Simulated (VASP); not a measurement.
Calculation: PBE GGA, VASP's PBE PAW potentials (set 64) (plane waves; VASP).

VASP input:

### POSCAR
```
AlN
1
    0.0000000000     2.2223383509     2.2223383509
    2.2223383509     0.0000000000     2.2223383509
    2.2223383509     2.2223383509     0.0000000000
Al N
1 1
Direct
  0.0000000000   0.0000000000   0.0000000000
  0.2500000000   0.2500000000   0.2500000000
```

INCAR:
```
SYSTEM = AlN
PREC = Accurate
ENCUT = 520
EDIFF = 1E-7
NELM = 100
ALGO = Normal
LREAL = .FALSE.
LASPH = .TRUE.
ISMEAR = 0
SIGMA = 0.05
GGA = PE
LWAVE = .FALSE.
LCHARG = .FALSE.
ISIF = 2
```

KPOINTS:
```
Automatic mesh
0
Gamma
 10 10 10
```

POTCAR, in this order: Al N (PBE.64 set). Program: vasp_std.

Task: What does the run give for the energy per atom (σ→0), pressure, band gap (on the k-mesh)?

Result: 
- energy per atom (σ→0) = -7.418 eV/atom
- band gap (on the k-mesh) = 3.29 eV
- pressure = -5.40 GPa

OSZICAR:
```
...
DAV:   7    -0.148429930076E+02    0.68146E-02   -0.93983E-02   760   0.331E+00    0.194E+00
DAV:   8    -0.148369887057E+02    0.60043E-02   -0.20218E-02   840   0.196E+00    0.421E-01
DAV:   9    -0.148366150285E+02    0.37368E-03   -0.97146E-04  1024   0.249E-01    0.208E-01
DAV:  10    -0.148367289358E+02   -0.11391E-03   -0.31106E-04   808   0.150E-01    0.355E-02
DAV:  11    -0.148367268487E+02    0.20871E-05   -0.70678E-06   936   0.210E-02    0.163E-02
DAV:  12    -0.148367268973E+02   -0.48631E-07   -0.15726E-06   816   0.117E-02    0.768E-04
DAV:  13    -0.148367269035E+02   -0.62036E-08   -0.21906E-08   560   0.137E-03
   1 F= -.14836727E+02 E0= -.14836727E+02  d E =-.575883E-12
```

The compound is AlN in the zinc blende structure, a metastable form; wurtzite is the usual one. This cell is one point of a volume scan, at 1.03 of the reference volume.
